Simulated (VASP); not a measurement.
Consider the following.

```yaml
crystal:
  lattice:
    - [4.30128, 0.00000, 0.00000]
    - [0.00000, 4.30128, 0.00000]
    - [0.00000, 0.00000, 4.30128]
  atoms:
    - { symbol: Hf, position: [0.00000, 0.50000, 0.50000] }
    - { symbol: Hf, position: [0.50000, 0.00000, 0.50000] }
    - { symbol: Hf, position: [0.50000, 0.50000, 0.00000] }
    - { symbol: Ta, position: [0.00000, 0.00000, 0.00000] }
```

Level of theory: LDA (Ceperley-Alder, Perdew-Zunger), VASP's LDA PAW potentials (set 64) (plane waves; VASP 6.6.1). Settings: 400 eV cut-off, 7×7×7 Γ-centred mesh, first-order Methfessel-Paxton smearing of 0.10 eV, potentials Hf_pv Ta_pv.

Unless said otherwise, spin-orbit coupling is left out, though it shifts the bands of the heavy elements here.

Q: Predict the energy per atom (σ→0), band gap (on the k-mesh) with the smallest direct gap where there is one.

A: 
```json
{
  "band gap (on the k-mesh)": "none (metal, semimetal or under 0.01 eV)",
  "energy per atom (σ→0)": "-11.069 eV/atom"
}
```

Total energies compare only between runs with the same potentials, cut-off and functional.

The structure comes from a computed database's Hf3Ta entry (Pm-3m); how it stands against other phases isn't given here. It was relaxed first, which changed the volume by -7 %. The start is the result of an earlier pass. The electron count is odd and the run is not spin-polarised, which forces a metal.
